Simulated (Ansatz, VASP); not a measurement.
# Cross-check of SnO (Romarchite) between VASP and Ansatz, part 2 of 2

Wanted: the spread between two codes on one cell, functional and k mesh. The cell is taken from a series of runs on this material, whose earlier steps may have relaxed, scaled, displaced or heated it; both programs get it as it stands.

VASP 6.6.1 and Ansatz 0.2.0.

So far: Starting point; Ansatz: zone-centre phonons, PBEsol with D3(BJ).

### 3. VASP: zone-centre phonons, PBEsol with D3(BJ)

Level of this step: PBEsol with D3(BJ); plane waves and PAW (O, Sn_d) (VASP).

The same cell, functional, mesh and smearing now go to VASP, with its own data sets.

Lines of VASP's logs that name or quote its potential files are left out, and so is its time.

File INCAR:

```
SYSTEM = SnO
PREC = Accurate
ENCUT = 600
EDIFF = 1E-08
NELM = 120
ISMEAR = 1
SIGMA = 0.2
LREAL = .FALSE.
ALGO = Normal
GGA = PS
IVDW = 12
NBANDS = 26
LORBIT = 11
LWAVE = .FALSE.
LCHARG = .FALSE.
ISIF = 2
IBRION = 6
NFREE = 2
POTIM = 0.015
NSW = 1
LASPH = .TRUE.
GGA_COMPAT = .FALSE.
KPAR = 2
```

File POSCAR:

```
SnO
1.0
    3.8036461757      0.0000000000      0.0000000000
    0.0000000000      3.8036461757      0.0000000000
    0.0000000000      0.0000000000      4.7462561897
O Sn
2 2
Direct
    0.0000000000      0.0000000000      0.0000000000
    0.5000000000      0.5000000000      0.0000000000
    0.5000000000      0.0000000000      0.2427439084
    0.0000000000      0.5000000000      0.7572560916
```

File KPOINTS:

```
Automatic mesh
0
Gamma
12 12 12
0 0 0
```

PAW data sets: O and Sn_d (PBE family, release 64).

Command:

```
> mpirun -np 2 vasp_std
```

Numbers of over 12 decimals in the logs are rounded to 6 here.

The program printed:

```text
[banner, memory and clock lines left out]
running    2 mpi-ranks, on    1 nodes
 distrk:  each k-point on    1 cores,    2 groups
 distr:  one band on    1 cores,    1 groups

 POSCAR found type information on POSCAR O Sn
 POSCAR found :  2 types and       4 ions
|                                                                             |
|               ----> ADVICE to this user running VASP <----                  |
|                                                                             |
|     You enforced a specific xc type in the INCAR file but a different       |
|     [... a line on the potential file left out ...]
|     I HOPE YOU KNOW WHAT YOU ARE DOING!                                     |
|                                                                             |

 LDA part: xc-table for (Slater+PW92), standard interpolation
 POSCAR, INCAR and KPOINTS ok, starting setup
 FFT: planning ... GRIDC
 FFT: planning ... GRID_SOFT
 FFT: planning ... GRID
 WAVECAR not read
 entering main loop
       N       E                     dE             d eps       ncg     rms          rms(c)
DAV:   1     0.423571101958E+03    0.42357E+03   -0.21952E+04 10310   0.258E+03
DAV:   2     0.369421694157E+02   -0.38663E+03   -0.37601E+03 10690   0.576E+02
DAV:   3    -0.243083579188E+02   -0.61251E+02   -0.60067E+02 11790   0.195E+02
DAV:   4    -0.273644674336E+02   -0.30561E+01   -0.30391E+01 11896   0.450E+01
DAV:   5    -0.274358877102E+02   -0.71420E-01   -0.71317E-01 12290   0.738E+00    0.108E+01
DAV:   6    -0.242769904196E+02    0.31589E+01   -0.16076E+01 16814   0.464E+01    0.476E+00
DAV:   7    -0.242526463967E+02    0.24344E-01   -0.18571E+00 11748   0.866E+00    0.244E+00
DAV:   8    -0.242315128528E+02    0.21134E-01   -0.35337E-01 14068   0.411E+00    0.820E-01
DAV:   9    -0.242176080319E+02    0.13905E-01   -0.68676E-02 15932   0.285E+00    0.223E-01
DAV:  10    -0.242187619255E+02   -0.11539E-02   -0.90090E-03 15132   0.937E-01    0.145E-01
DAV:  11    -0.242183478976E+02    0.41403E-03   -0.22198E-03 15718   0.472E-01    0.246E-02
DAV:  12    -0.242183814819E+02   -0.33584E-04   -0.30397E-04 10710   0.104E-01    0.328E-02
DAV:  13    -0.242183737162E+02    0.77657E-05   -0.37409E-05 15152   0.526E-02    0.228E-03
DAV:  14    -0.242183738126E+02   -0.96409E-07   -0.23636E-06 11330   0.101E-02    0.330E-03
DAV:  15    -0.242183739289E+02   -0.11630E-06   -0.19602E-07 15094   0.353E-03    0.160E-03
DAV:  16    -0.242183740165E+02   -0.87580E-07   -0.48605E-08 11164   0.166E-03    0.363E-04
DAV:  17    -0.242183740392E+02   -0.22725E-07   -0.25960E-09  5574   0.572E-04    0.408E-05
DAV:  18    -0.242183740353E+02    0.39117E-08   -0.93226E-10  5412   0.308E-04
   1 F= -.25098292E+02 E0= -.25098568E+02  d E =0.827257E-03
[... from here on, the cycles between the ionic steps are left out ...]
   2 F= -.25097379E+02 E0= -.25097655E+02  d E =0.826240E-03
   3 F= -.25097379E+02 E0= -.25097655E+02  d E =0.826227E-03
   4 F= -.25097498E+02 E0= -.25097773E+02  d E =0.826854E-03
   5 F= -.25097498E+02 E0= -.25097773E+02  d E =0.826844E-03
   6 F= -.25097738E+02 E0= -.25098013E+02  d E =0.825609E-03
   7 F= -.25097738E+02 E0= -.25098013E+02  d E =0.825616E-03
   8 F= -.25098266E+02 E0= -.25098498E+02  d E =0.698127E-03
 Finite differences progress:
  Degree of freedom:   4/  4
  Displacement:        1/  2
  Total:               7/  8
 bond charge predicted
       N       E                     dE             d eps       ncg     rms          rms(c)
DAV:   1    -0.242037521372E+02    0.14534E-01   -0.43897E+00 11758   0.117E+01    0.418E-01
DAV:   2    -0.242157609627E+02   -0.12009E-01   -0.12589E-01 15058   0.258E+00    0.136E-01
DAV:   3    -0.242155985271E+02    0.16244E-03   -0.11724E-03 15716   0.888E-01    0.997E-02
DAV:   4    -0.242155464207E+02    0.52106E-04   -0.38442E-04 17214   0.600E-01    0.345E-02
DAV:   5    -0.242155681749E+02   -0.21754E-04   -0.22020E-04 11258   0.137E-01    0.693E-03
DAV:   6    -0.242155682475E+02   -0.72551E-07   -0.63096E-06 15118   0.314E-02    0.513E-03
DAV:   7    -0.242155681348E+02    0.11268E-06   -0.11835E-06 13204   0.167E-02    0.124E-03
DAV:   8    -0.242155681762E+02   -0.41434E-07   -0.16403E-07 14000   0.425E-03    0.626E-04
DAV:   9    -0.242155682077E+02   -0.31494E-07   -0.13691E-08  6852   0.355E-03    0.198E-04
DAV:  10    -0.242155682139E+02   -0.61737E-08   -0.73942E-09  5378   0.179E-03
   9 F= -.25095426E+02 E0= -.25095716E+02  d E =0.872466E-03
 Finite differences progress:
  Degree of freedom:   4/  4
  Displacement:        2/  2
  Total:               8/  8
```

Parts of OUTCAR (step 3):

```text
ion  position               nearest neighbor table
   1  0.000  0.000  0.000-   3 2.22   4 2.22   4 2.22   3 2.22
   2  0.500  0.500  0.000-   3 2.22   4 2.22   3 2.22   4 2.22
   3  0.500  0.000  0.243-   1 2.22   2 2.22   2 2.22   1 2.22   4 3.54   4 3.54   4 3.54   4 3.54
                             4 3.63   4 3.63   4 3.63   4 3.63
   4  0.000  0.500  0.757-   1 2.22   2 2.22   1 2.22   2 2.22   3 3.54   3 3.54   3 3.54   3 3.54
                             3 3.63   3 3.63   3 3.63   3 3.63

  LATTYP: Found a simple tetragonal cell.
 ALAT       =     3.8036461757
 C/A-ratio  =     1.2478174810

 Subroutine GETGRP returns: Found 16 space group operations
 (whereof  8 operations were pure point group operations)

The static configuration has the point symmetry D_2d.
 The point group associated with its full space group is D_4h.

 Found    196 irreducible k-points:

   k-points           NKPTS =    196   k-points in BZ     NKDIM =    196   number of bands    NBANDS=     26

   dimension x,y,z NGX =    30 NGY =   30 NGZ =   40
   dimension x,y,z NGXF=    60 NGYF=   60 NGZF=   80

   ENCUT  =  600.0 eV  44.10 Ry    6.64 a.u.   7.60  7.60  9.48*2*pi/ulx,y,z

   NELECT =      40.0000    total number of electrons

 k-points in reciprocal lattice and weights: Automatic mesh
   0.00000000  0.00000000  0.00000000       0.001
   0.08333333  0.00000000  0.00000000       0.002
   0.16666667  0.00000000  0.00000000       0.002
   0.25000000  0.00000000  0.00000000       0.002
   0.33333333  0.00000000  0.00000000       0.002
   0.41666667  0.00000000  0.00000000       0.002
   0.50000000  0.00000000  0.00000000       0.001
   0.08333333  0.08333333  0.00000000       0.002
   0.16666667  0.08333333  0.00000000       0.005
[...]
25      12.8508      0.00000
    ...

 k-point     3 :       0.1667    0.0000    0.0000
  band No.  band energies     occupation
    ...
     16       1.0256      2.00000
     17       3.3273      2.00000
     18       3.7521      2.00000
     19       3.7855      2.00000
     20       7.1745      1.90549
     21      10.1120     -0.00000
     22      10.3437     -0.00000
     23      12.0233      0.00000
     24      12.2687      0.00000
     25      12.4527      0.00000
    ...

 k-point     4 :       0.2500    0.0000    0.0000
  band No.  band energies     occupation
    ...
     16       1.2480      2.00000
     17       3.0562      2.00000
     18       3.4659      2.00000
     19       3.6166      2.00000
     20       6.7679      2.00085
     21       9.9935     -0.00000
     22      10.7221     -0.00000
     23      12.1363      0.00000
     24      12.2355      0.00000
     25      12.6320      0.00000
    ...

 k-point     5 :       0.3333    0.0000    0.0000
  band No.  band energies     occupation
    ...
     16       1.5441      2.00000
     17       2.8278      2.00000
     18       3.1068      2.00000
     19       3.5966      2.00000
     20       6.0412      2.00000
     21      10.0490     -0.00000
     22      10.9361     -0.00000
     23      12.3215      0.00000
     24      12.5124      0.00000
     25      13.0402      0.00000
    ...

 Edisp (eV)   -0.87986

  Total      -0.60029    -0.60029    -0.50776     0.00000     0.00000     0.00000
  in kB     -14.00621   -14.00621   -11.84720     0.00000     0.00000     0.00000
  external pressure =      -13.29 kB  Pullay stress =        0.00 kB

  energy-cutoff  :      600.00
  volume of cell :       68.67
      direct lattice vectors                 reciprocal lattice vectors
     3.803646176  0.000000000  0.000000000     0.262905632  0.000000000  0.000000000
     0.000000000  3.803646176  0.000000000     0.000000000  0.262905632  0.000000000
     0.000000000  0.000000000  4.746256190     0.000000000  0.000000000  0.210692377

 POSITION                                       TOTAL-FORCE (eV/Angst)
 -----------------------------------------------------------------------------------
      0.00000      0.00000      0.00000         0.000000      0.000000     -0.052742
      1.90182      1.90182      0.00000         0.000000      0.000000     -0.052742
      1.90182      0.00000      1.13712         0.000000      0.000000      0.289602
      0.00000      1.90182      3.59413         0.000000      0.000000     -0.184118
 -----------------------------------------------------------------------------------
    total drift:                               -0.000000      0.000000     -0.000126

  FREE ENERGIE OF THE ION-ELECTRON SYSTEM (eV)
  ---------------------------------------------------
  free  energy   TOTEN  =       -25.0954255038 eV

  energy  without entropy=      -25.0962979694  energy(sigma->0) =      -25.09571633

 Eigenvectors and eigenvalues of the dynamical matrix
 ----------------------------------------------------

   1 f  =   13.795167 THz    86.677590 2PiTHz  460.157236 cm-1    57.052200 meV
             X         Y         Z           dx          dy          dz
      0.000000  0.000000  0.000000    -0.315373    0.631444    0.000000
      1.901823  1.901823  0.000000     0.315373   -0.631444   -0.000000
      1.901823  0.000000  1.152125     0.019050    0.038142    0.000000
      0.000000  1.901823  3.594131    -0.019050   -0.038142   -0.000000

   2 f  =   13.795167 THz    86.677590 2PiTHz  460.157236 cm-1    57.052200 meV
             X         Y         Z           dx          dy          dz
      0.000000  0.000000  0.000000    -0.631444   -0.315373   -0.000000
      1.901823  1.901823  0.000000     0.631444    0.315373    0.000000
      1.901823  0.000000  1.152125     0.038142   -0.019050    0.000000
      0.000000  1.901823  3.594131    -0.038142    0.019050    0.000000

   3 f  =   10.954213 THz    68.827350 2PiTHz  365.393215 cm-1    45.302964 meV
             X         Y         Z           dx          dy          dz
      0.000000  0.000000  0.000000    -0.000000    0.000000    0.663900
      1.901823  1.901823  0.000000    -0.000000    0.000000    0.663900
      1.901823  0.000000  1.152125     0.000000   -0.000000   -0.243387
      0.000000  1.901823  3.594131     0.000000   -0.000000   -0.243387

   4 f  =   10.479063 THz    65.841893 2PiTHz  349.543907 cm-1    43.337902 meV
             X         Y         Z           dx          dy          dz
      0.000000  0.000000  0.000000    -0.000000   -0.000000    0.707107
      1.901823  1.901823  0.000000    -0.000000   -0.000000   -0.707107
      1.901823  0.000000  1.152125    -0.000000    0.000000    0.000000
      0.000000  1.901823  3.594131     0.000000    0.000000    0.000000

   5 f  =    8.113041 THz    50.975738 2PiTHz  270.621906 cm-1    33.552825 meV
             X         Y         Z           dx          dy          dz
      0.000000  0.000000  0.000000    -0.272301   -0.605299   -0.000000
      1.901823  1.901823  0.000000    -0.272301   -0.605299    0.000000
      1.901823  0.000000  1.152125     0.100044    0.222388    0.000000
      0.000000  1.901823  3.594131     0.100044    0.222388   -0.000000

   6 f  =    8.113041 THz    50.975738 2PiTHz  270.621906 cm-1    33.552825 meV
             X         Y         Z           dx          dy          dz
      0.000000  0.000000  0.000000     0.605299   -0.272301   -0.000000
      1.901823  1.901823  0.000000     0.605299   -0.272301    0.000000
      1.901823  0.000000  1.152125    -0.222388    0.100044    0.000000
      0.000000  1.901823  3.594131    -0.222388    0.100044   -0.000000

   7 f  =    6.228775 THz    39.136550 2PiTHz  207.769583 cm-1    25.760134 meV
             X         Y         Z           dx          dy          dz
      0.000000  0.000000  0.000000     0.000000   -0.000000   -0.000000
      1.901823  1.901823  0.000000     0.000000   -0.000000   -0.000000
      1.901823  0.000000  1.152125    -0.000000    0.000000   -0.707107
      0.000000  1.901823  3.594131     0.000000   -0.000000    0.707107

   8 f  =    3.428351 THz    21.540966 2PiTHz  114.357490 cm-1    14.178515 meV
             X         Y         Z           dx          dy          dz
      0.000000  0.000000  0.000000    -0.021849    0.036611   -0.000000
      1.901823  1.901823  0.000000     0.021849   -0.036611    0.000000
      1.901823  0.000000  1.152125    -0.361704   -0.606096   -0.000000
      0.000000  1.901823  3.594131     0.361704    0.606096   -0.000000

   9 f  =    3.428351 THz    21.540966 2PiTHz  114.357490 cm-1    14.178515 meV
             X         Y         Z           dx          dy          dz
      0.000000  0.000000  0.000000    -0.036611   -0.021849   -0.000000
      1.901823  1.901823  0.000000     0.036611    0.021849   -0.000000
      1.901823  0.000000  1.152125    -0.606096    0.361704   -0.000000
      0.000000  1.901823  3.594131     0.606096   -0.361704   -0.000000

  10 f/i=    0.001971 THz     0.012382 2PiTHz    0.065736 cm-1     0.008150 meV
             X         Y         Z           dx          dy          dz
      0.000000  0.000000  0.000000    -0.243062   -0.019649    0.000000
      1.901823  1.901823  0.000000    -0.243062   -0.019649    0.000000
      1.901823  0.000000  1.152125    -0.661570   -0.053481    0.000000
      0.000000  1.901823  3.594131    -0.661570   -0.053481    0.000000

  11 f/i=    0.001971 THz     0.012382 2PiTHz    0.065736 cm-1     0.008150 meV
             X         Y         Z           dx          dy          dz
      0.000000  0.000000  0.000000    -0.019649    0.243062    0.000000
      1.901823  1.901823  0.000000    -0.019649    0.243062    0.000000
      1.901823  0.000000  1.152125    -0.053481    0.661570    0.000000
      0.000000  1.901823  3.594131    -0.053481    0.661570    0.000000

  12 f/i=    0.005067 THz     0.031839 2PiTHz    0.169027 cm-1     0.020957 meV
             X         Y         Z           dx          dy          dz
      0.000000  0.000000  0.000000     0.000000   -0.000000    0.243387
      1.901823  1.901823  0.000000     0.000000   -0.000000    0.243387
      1.901823  0.000000  1.152125     0.000000   -0.000000    0.663900
      0.000000  1.901823  3.594131     0.000000   -0.000000    0.663900

 ELASTIC MODULI CONTR FROM IONIC RELAXATION (kBar)
 Direction    XX          YY          ZZ          XY          YZ          ZX
 --------------------------------------------------------------------------------
 XX        -632.8519    -42.7570   -520.4091      0.0000     -0.0000      0.0000
 YY         -42.7570   -632.8519   -520.4091      0.0000     -0.0000     -0.0000
 ZZ        -520.4091   -520.4091   -801.7231      0.0000     -0.0000      0.0000
 XY           0.0000      0.0000      0.0000      0.0000      0.0000      0.0000
 YZ          -0.0000     -0.0000     -0.0000      0.0000   -266.7801     -0.0000
 ZX           0.0000     -0.0000      0.0000      0.0000     -0.0000   -266.7779
 --------------------------------------------------------------------------------

 total charge
# of ion       s       p       d       tot
------------------------------------------
    1        1.569   3.424   0.000   4.993
    2        1.569   3.424   0.000   4.993
    3        1.246   0.810  10.085  12.141
    4        1.246   0.810  10.085  12.141
--------------------------------------------------
tot          5.631   8.467  20.171  34.268

[... 1 further part left out ...]
```

CONTCAR:

```
SnO
   1.00000000000000
     3.8036461757000000    0.0000000000000000    0.0000000000000000
     0.0000000000000000    3.8036461757000000    0.0000000000000000
     0.0000000000000000    0.0000000000000000    4.7462561897000004
  O               Sn
     2     2
Direct
     0.0000000000000000    0.0000000000000000    0.0000000000000000
     0.5000000000000000    0.5000000000000000    0.0000000000000000
     0.4999999999999999    0.0000000000000000    0.2395835227401308
     0.0000000000000000    0.5000000000000000    0.7572560915999986
```

Levels, forces or a CONTCAR printed for this step are those of its last displaced cell, not of the structure at rest.

### 4. Side by side

Known differences besides the potentials themselves: the cutoff is 420 eV in Ansatz and 600 eV in VASP; Ansatz makes its cores anew for this functional, VASP keeps those of its PBE data sets; Ansatz takes the dispersion share of the force constants at frozen C6 weights, VASP differentiates the full forces; VASP uses finite displacements, Ansatz perturbation theory. Total energies have different zeros and are not compared.

The two programs side by side:

```tsv
quantity	Ansatz	VASP	difference
optical mode 1 to 2 (cm⁻¹)	112.7	114.4	-1.41 %
optical mode 3 (cm⁻¹)	206.6	207.8	-0.55 %
optical mode 4 to 5 (cm⁻¹)	265.7	270.6	-1.82 %
optical mode 6 (cm⁻¹)	346.3	349.5	-0.93 %
optical mode 7 (cm⁻¹)	363.6	365.4	-0.49 %
optical mode 8 to 9 (cm⁻¹)	457.7	460.2	-0.53 %
```

Modes are paired by rising frequency, not by their patterns, so a pair may set unlike modes beside each other; they are those without the splitting of longitudinal modes.

### 5. Summary of results

| Property | Result |
| --- | --- |
| r.m.s. difference of the optical zone-centre modes, each program's sorted by frequency (zone-centre phonons, PBEsol with D3(BJ)) | 3.0 cm⁻¹ |
| difference in optical mode 4 to 5 (zone-centre phonons, PBEsol with D3(BJ)) | -1.8 % |

What this shows: The r.m.s. difference of the optical zone-centre modes, each program's sorted by frequency is 3.0 cm⁻¹ (zone-centre phonons, PBEsol with D3(BJ)). Among the rows given in per cent, the largest difference of the zone-centre phonons, PBEsol with D3(BJ) pair is in optical mode 4 to 5, -1.8 %. How closely two codes agree says nothing of how well the functional describes the real material.

[Lines on the potential files, build, host, timing and source positions are cut from VASP's logs without a mark.]

[Logs are printed without paths, hosts, clocks, repeated set-up lines and the standing remarks that a program may print on its own settings, such as how far it seeks lower states.]

[Hosts, paths, dates, database ids (printed as entryN), source tags and the programs' standing remarks are cut or masked in the printed files.]
